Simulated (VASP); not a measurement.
Energy against volume of GaAs (zinc blende). Method: vdW-DF-cx, VASP's PBE PAW potentials (set 64) (plane waves; VASP). Numerical set-up: 520 eV cut-off, 8×8×8 Γ-centred mesh, Gaussian smearing of 0.050 eV, potentials Ga_d As.

| V (Å³/atom) | E (eV/atom) |
|---|---|
| 21.526 | -1.76928 |
| 22.213 | -1.78429 |
| 22.900 | -1.78895 |
| 23.587 | -1.78490 |

Fit these four points and predict the energy of the run at 24.274 Å³/atom.

A cubic in V^(−2/3), the third-order Birch-Murnaghan form, passes through the four points with V0 = 22.90 Å³/atom and B0 = 67 GPa, and gives -1.7735 eV/atom there. The run gave -1.7737 eV/atom, -0.2 meV/atom from the fit; all five points give B0 = 67 GPa.

The compound is GaAs in the zinc blende structure. It was relaxed first.
